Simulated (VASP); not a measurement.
The system is SnO (Romarchite).

```
Sn O
1.0
     3.79860    0.00000    0.00000
     0.00000    3.79860    0.00000
     0.00000    0.00000    4.84080
Sn O
2 2
Direct
  0.50000 0.00000 0.23690
  0.00000 0.50000 0.76310
  0.00000 0.00000 0.00000
  0.50000 0.50000 0.00000
```

- Program: VASP 6.6.1
- Task: relaxation of cell and atoms
- Functional: LDA
- Potentials or basis: VASP PAW LDA potentials, release 64 (Sn_d, O)
- Cutoff: 600 eV
- k mesh: 8 × 8 × 6
- Occupations: gaussian, width 0.03 eV
- Spin: no spin polarisation

At the start: pressure -2.0 GPa; volume 17.46 Å³/atom.

Task: How do energy, volume and symmetry change on relaxing?

Result: Over 12 steps the energy falls by 6.8 meV/atom and the volume is 16.45 Å³/atom (-5.8 %); space group P4/nmm (No. 129, to 0.05 Å).

Step by step:
```tsv
step	energy change (eV)	largest force (eV/Å)	pressure (GPa)	volume (Å³)
1	0.0000	0.0057	-2.04	69.85
2	-0.0054	0.4844	1.26	67.63
3	-0.0088	0.2817	-0.04	68.48
4	-0.0151	0.1852	-0.14	67.91
5	-0.0178	0.1661	-0.03	66.37
6	-0.0195	0.0262	-0.03	66.96
7	-0.0239	0.0232	-0.05	66.52
8	-0.0269	0.0222	0.00	65.98
9	-0.0238	0.0239	0.18	64.89
10	-0.0273	0.0145	0.03	65.72
11	-0.0273	0.0160	0.05	65.68
12	-0.0273	0.0002	-0.02	65.78
```

Final structure:
```
CELL_PARAMETERS angstrom
3.76763 0.00000 0.00000
0.00000 3.76763 0.00000
0.00000 0.00000 4.63410
ATOMIC_POSITIONS crystal
Sn 0.50000 0.00000 0.24794
Sn 0.00000 0.50000 0.75206
O 0.00000 0.00000 0.00000
O 0.50000 0.50000 0.00000
```
